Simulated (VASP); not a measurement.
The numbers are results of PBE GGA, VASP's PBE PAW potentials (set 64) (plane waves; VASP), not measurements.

A VASP calculation is set up with these files.

KPOINTS:
```
Automatic mesh
0
Gamma
6 6 3
0 0 0
```

**POSCAR**
```
MgI2
4.2097350
  0.4945213891  -0.8691653988   0.0000000000
  0.4945213891   0.8691653988   0.0000000000
  0.0000000000   0.0000000000   1.6464511424
Mg I
1 2
Cart
  0.0000000000   0.0000000000   0.0000000000
  0.4945213891   0.2897223790   0.3984411765
  0.5060318690  -0.2897223790   1.2480099659
```

### INCAR
```
SYSTEM = MgI2
PREC = Accurate; ENCUT = 400; LREAL = .FALSE.
LASPH = .TRUE.; NELECT = 15.9
EDIFF = 1E-6; NELM = 100; ALGO = Normal
LMAXMIX = 4
ISMEAR = 0; SIGMA = 0.05
GGA = PE
ISIF = 2
LWAVE = .FALSE.; LCHARG = .FALSE.
```

POTCAR, in this order: Mg I (PBE.64 set). Program: vasp_std.

The cell is charged, with a uniform compensating background. Unless said otherwise, spin-orbit coupling is left out, though it shifts the bands of the heavy elements here.

What does the run give for the energy per atom (σ→0), pressure, largest force, band gap (on the k-mesh)?

| Property | Result |
|---|---|
| energy per atom (σ→0) | -2.635 eV/atom |
| band gap (on the k-mesh) | none (metal, semimetal or under 0.01 eV) |
| pressure | -1.02 GPa |
| largest force | 0.096 eV/Å |

File OSZICAR:
```
...
DAV:   6    -0.793294311825E+01    0.10797E+00   -0.11670E-01  1488   0.196E+00    0.263E+00
DAV:   7    -0.790867845197E+01    0.24265E-01   -0.14561E-01  1476   0.215E+00    0.647E-01
DAV:   8    -0.790626799403E+01    0.24105E-02   -0.11866E-02  1528   0.655E-01    0.248E-01
DAV:   9    -0.790639233078E+01   -0.12434E-03   -0.11240E-03  1668   0.246E-01    0.889E-02
DAV:  10    -0.790637758492E+01    0.14746E-04   -0.37032E-05  1624   0.489E-02    0.411E-02
DAV:  11    -0.790638145155E+01   -0.38666E-05   -0.11152E-05  1612   0.266E-02    0.143E-02
DAV:  12    -0.790638123047E+01    0.22108E-06   -0.18863E-06  1336   0.911E-03
   1 F= -.79063812E+01 E0= -.79049761E+01  d E =-.281030E-02
```

The compound is MgI2 in the 1T layered structure. The cell was not relaxed at this level, atoms are displaced from their ideal sites. The k-mesh is coarse (spacing up to 0.30 per Å, 2π included), so the numbers may not be converged in it. The run is one of a series of settings (NELECT = 15.9 against the base run), some of them coarse on purpose.
